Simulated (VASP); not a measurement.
Consider the following.

```xyz
6
Lattice="-1.9835 5.8246 2.7440 1.9835 -5.8246 2.7440 1.9835 5.8246 -2.7440" Properties=species:S:1:pos:R:3 pbc="T T T"
Cu     1.9835     3.8786    -1.3059
Cu     0.0000     1.9460     1.4381
Ge     0.0000     5.8246     1.2845
Se     1.9835     1.9991     2.7255
Se     1.9835    -1.9991     2.7255
Se     1.9835     5.8246    -2.6858
```

Method: PBEsol GGA, VASP's PBE PAW potentials (set 64) (plane waves; VASP 6.6.1). Numerical set-up: 400 eV cut-off, 11×11×11 Γ-centred mesh, tetrahedra with Blöchl corrections, potentials Cu Ge_d Se.

The cores are frozen, which limits the accuracy of field gradients.

Q: Give the principal components of the electric field gradient (V/Å²) and the asymmetry η at each nucleus.

A: 
| atom | Vxx | Vyy | Vzz | η |
|---|---|---|---|---|
| Cu1 | -6.7 | -6.4 | 13.1 | 0.03 |
| Cu2 | -6.7 | -6.4 | 13.1 | 0.03 |
| Ge3 | 48.7 | 4.0 | -52.7 | 0.85 |
| Se4 | -138.4 | -131.4 | 269.9 | 0.03 |
| Se5 | -138.4 | -131.4 | 269.9 | 0.03 |
| Se6 | 223.6 | 27.4 | -250.9 | 0.78 |

The structure comes from a computed database's Cu2GeSe3 entry (Imm2); how it stands against other phases isn't given here. It was relaxed first.
